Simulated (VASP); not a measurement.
Output of a VASP run:

### OSZICAR
```
       N       E                     dE             d eps       ncg     rms          rms(c)
DAV:   1     0.109759351514E+02    0.10976E+02   -0.48339E+03  1080   0.874E+02
DAV:   2    -0.108826549280E+02   -0.21859E+02   -0.21060E+02  1056   0.133E+02
DAV:   3    -0.111660540833E+02   -0.28340E+00   -0.28340E+00  1224   0.158E+01
DAV:   4    -0.111663432877E+02   -0.28920E-03   -0.28920E-03  1168   0.470E-01
DAV:   5    -0.111663437611E+02   -0.47344E-06   -0.47344E-06  1216   0.136E-02    0.875E+00
DAV:   6    -0.900845692246E+01    0.21579E+01   -0.15231E+01   896   0.278E+01    0.246E+00
DAV:   7    -0.899767047515E+01    0.10786E-01   -0.10036E-01   936   0.341E+00    0.137E+00
DAV:   8    -0.899725263919E+01    0.41784E-03   -0.59460E-02   896   0.350E+00    0.184E-01
DAV:   9    -0.899699367945E+01    0.25896E-03   -0.25803E-04  1304   0.196E-01    0.785E-02
DAV:  10    -0.899738530176E+01   -0.39162E-03   -0.78185E-04   904   0.358E-01    0.101E-02
DAV:  11    -0.899738336889E+01    0.19329E-05   -0.20414E-06  1088   0.179E-02    0.515E-03
DAV:  12    -0.899738709061E+01   -0.37217E-05   -0.10015E-05   920   0.405E-02    0.542E-04
DAV:  13    -0.899738710156E+01   -0.10951E-07   -0.37834E-08  1080   0.229E-03
   1 F= -.89973871E+01 E0= -.89973871E+01  d E =-.107258E-13
```

### OUTCAR
```
------------------------ aborting loop because EDIFF is reached ----------------------------------------
  FORCE on cell =-STRESS in cart. coord.  units (eV):
  Direction    XX          YY          ZZ          XY          YZ          ZX
  --------------------------------------------------------------------------------------
  Total        0.5780835      0.5780835      0.5780835      0.0000000      0.0000000      0.0000000
  in kB       48.8926662     48.8926662     48.8926662      0.0000000      0.0000000      0.0000000
  external PRESSURE =      48.8926662 kB  Pullay stress =       0.0000000 kB
  volume of cell :       18.94
      direct lattice vectors                 reciprocal lattice vectors
     0.000000000  2.115805798  2.115805798    -0.236316585  0.236316585  0.236316585
     2.115805798  0.000000000  2.115805798     0.236316585 -0.236316585  0.236316585
     2.115805798  2.115805798  0.000000000     0.236316585  0.236316585 -0.236316585
  FREE ENERGIE OF THE ION-ELECTRON SYSTEM (eV)
  ---------------------------------------------------
  free  energy   TOTEN  =        -8.9973871016 eV

  energy  without entropy=       -8.9973871016  energy(sigma->0) =       -8.99738710
```
(Selected blocks of OUTCAR.)

### POSCAR
```
MgO
1
    0.0000000000     2.1158057978     2.1158057978
    2.1158057978     0.0000000000     2.1158057978
    2.1158057978     2.1158057978     0.0000000000
Mg O
1 1
Direct
  0.0000000000   0.0000000000   0.0000000000
  0.5000000000   0.5000000000   0.5000000000
```

**Question.** Write an INCAR and KPOINTS that could have produced this output.

**Answer.** One answer among several that fit: the input of the run itself, vdW-DF2, plane waves, VASP's PBE PAW potentials (set 64).

**INCAR**
```
! general
SYSTEM   = MgO
PREC     = Accurate
ENCUT    = 520
LREAL    = F
LASPH    = T

! electronic loop
EDIFF    = 1E-7
NELM     = 100
ALGO     = Normal

! smearing
ISMEAR   = 0
SIGMA    = 0.05

! functional
GGA      = ML
LUSE_VDW = T
AGGAC    = 0.0
ZAB_VDW  = -1.8867

! ions
ISIF     = 2

! output
LWAVE    = F
LCHARG   = F
```

File KPOINTS:
```
Automatic mesh
0
Gamma
11 11 11
0 0 0
```

POTCAR, in this order: Mg O (PBE.64 set). Program: vasp_std.

The compound is MgO in the rock salt structure. This cell is one point of a volume scan, at 0.97 of the reference volume.
